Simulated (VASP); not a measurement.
An input for Quantum ESPRESSO's pw.x (written as the equivalent of a VASP run, and not itself run):

```
&CONTROL
  calculation = 'scf'
  pseudo_dir = './pseudo'
  outdir = './out'
  tprnfor = .true.
  tstress = .true.
/
&SYSTEM
  ibrav = 0
  nat = 6
  ntyp = 2
  ecutwfc = 82.3
  occupations = 'smearing'
  smearing = 'gaussian'
  degauss = 0.003675
  input_dft = 'pbe'
/
&ELECTRONS
  conv_thr = 7.3e-08
  electron_maxstep = 100
/
ATOMIC_SPECIES
  Te 127.600 Te.upf
  Mo 95.950 Mo.upf
CELL_PARAMETERS angstrom
     1.7789877   -3.0812967    0.0000000
     1.7789877    3.0812967    0.0000000
     0.0000000    0.0000000   14.9995966
ATOMIC_POSITIONS crystal
  Te   0.3333330  0.6666670  0.8706135
  Te   0.6666670  0.3333330  0.3706135
  Te   0.6666670  0.3333330  0.1293865
  Te   0.3333330  0.6666670  0.6293865
  Mo   0.3333330  0.6666670  0.2500000
  Mo   0.6666670  0.3333330  0.7500000
K_POINTS automatic
  6 6 1 0 0 0
```

Translate this input to VASP (INCAR, KPOINTS, POSCAR, choice of POTCAR).

Several could match; the one computed here: 
POSCAR:
```
MoTe2
3.5579750
  0.5000000666  -0.8660253969   0.0000000000
  0.5000000666   0.8660253969   0.0000000000
  0.0000000000   0.0000000000   4.2157678403
Te Mo
4 2
Cart
  0.5000000666   0.2886757097   3.6703044001
  0.5000000666  -0.2886757097   1.5624204800
  0.5000000666  -0.2886757097   0.5454634402
  0.5000000666   0.2886757097   2.6533473603
  0.5000000666   0.2886757097   1.0539419601
  0.5000000666  -0.2886757097   3.1618258802
```

**INCAR**
```
SYSTEM = MoTe2
PREC = Accurate
ENCUT = 520
EDIFF = 1E-6
NELM = 100
ALGO = Normal
LREAL = .FALSE.
LASPH = .TRUE.
ISMEAR = 0
SIGMA = 0.05
GGA = PE
LMAXMIX = 4
LWAVE = .TRUE.
LCHARG = .FALSE.
```

**KPOINTS**
```
Automatic mesh
0
G
 6 6 1
0 0 0
```

POTCAR, in this order: Te Mo_sv (PBE.64 set). Program: vasp_std.

The two are equivalent in intent, not identical: the potentials are each code's own (VASP's PAW set, PseudoDojo norm-conserving files in pw.x), so ENCUT and ecutwfc are chosen apart and not converted; conv_thr bounds pw.x's estimated SCF error, while EDIFF bounds the energy change between steps.

The compound is MoTe2 in the 2H layered structure. It was relaxed first, which changed the volume by +10 %.
